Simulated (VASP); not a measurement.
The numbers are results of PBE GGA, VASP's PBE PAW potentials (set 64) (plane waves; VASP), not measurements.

A VASP calculation is set up with these files.

**INCAR**
```
SYSTEM = SnSe2
PREC = Accurate
ENCUT = 520
EDIFF = 1E-6
NELM = 100
ALGO = Normal
LREAL = .FALSE.
LASPH = .TRUE.
ISMEAR = 0
SIGMA = 0.05
GGA = PE
LMAXMIX = 4
LWAVE = .FALSE.
LCHARG = .TRUE.
```

### KPOINTS
```
kpoints
0
gamma
  6 6 3
0 0 0
```

**POSCAR**
```
SnSe2
13.7569850
  0.1409815957  -0.2441873029   0.0000000000
  0.1409815957   0.2441873029   0.0000000000
  0.0000000000   0.0000000000   0.4999999913
Sn Se
1 2
Cart
  0.0000000000   0.0000000000   0.0000000000
  0.1409815957   0.0813959304   0.1158659373
  0.1409815957  -0.0813959304   0.3841340540
```

POTCAR, in this order: Sn_d Se (PBE.64 set). Program: vasp_std.

Question: What will the output report for the number of irreducible k-points (NKPTS), largest plane-wave count, number of space-group operations, FFT grid (NGX, NGY, NGZ)?

Answer: 
```
Quantity                                      Result
--------------------------------------  ------------
number of irreducible k-points (NKPTS)            17
largest plane-wave count                        2427
number of space-group operations                  12
FFT grid (NGX, NGY, NGZ)                30 × 30 × 54
```

The compound is SnSe2 in the 1T layered structure. It was relaxed first, which changed the volume by +16 %.
